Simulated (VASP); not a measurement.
Input:

```
CELL_PARAMETERS angstrom
      4.07375     0.00000     0.00000
     -2.03688     3.52797     0.00000
      0.00000     0.00000     4.48598
ATOMIC_POSITIONS crystal
  Sr 0.66667 0.33333 0.00000
  P  0.33333 0.66667 0.50000
  Pt 0.00000 0.00000 0.50000
```

Method: PBEsol GGA, VASP's PBE PAW potentials (set 64) (plane waves; VASP 6.6.1). Numerical set-up: 400 eV cut-off, Gaussian smearing of 0.050 eV, potentials Sr_sv P Pt.

Problem. Give the energies of bands 6 to 15 at the high-symmetry points, in eV from the Fermi level.

Solution. 
```json
[
 {"band": "6", "Γ": "-5.44", "M": "-5.89", "K": "-5.46", "A": "-5.52", "L": "-5.40", "H": "-5.74"},
 {"band": "7", "Γ": "-5.44", "M": "-4.18", "K": "-4.40", "A": "-5.52", "L": "-4.51", "H": "-4.23"},
 {"band": "8", "Γ": "-3.73", "M": "-4.13", "K": "-4.01", "A": "-4.13", "L": "-4.18", "H": "-3.81"},
 {"band": "9", "Γ": "-2.87", "M": "-3.27", "K": "-3.71", "A": "-3.01", "L": "-3.03", "H": "-3.37"},
 {"band": "10", "Γ": "-2.87", "M": "-3.16", "K": "-3.11", "A": "-3.01", "L": "-2.95", "H": "-2.87"},
 {"band": "11", "Γ": "-1.73", "M": "-3.15", "K": "-2.96", "A": "-2.43", "L": "-2.48", "H": "-2.52"},
 {"band": "12", "Γ": "1.26", "M": "-0.66", "K": "-1.93", "A": "2.57", "L": "-1.30", "H": "-2.09"},
 {"band": "13", "Γ": "1.73", "M": "-0.08", "K": "0.80", "A": "2.63", "L": "-0.46", "H": "-0.26"},
 {"band": "14", "Γ": "1.73", "M": "1.93", "K": "1.85", "A": "2.63", "L": "0.55", "H": "0.94"},
 {"band": "15", "Γ": "2.48", "M": "3.79", "K": "3.22", "A": "3.09", "L": "4.53", "H": "5.48"}
]
```

It has no gap at this level: it comes out as a metal or semimetal.

The structure comes from a computed database's SrPPt entry (P-6m2); how it stands against other phases isn't given here. It was relaxed first. The electron count is odd and the run is not spin-polarised, which forces a metal.
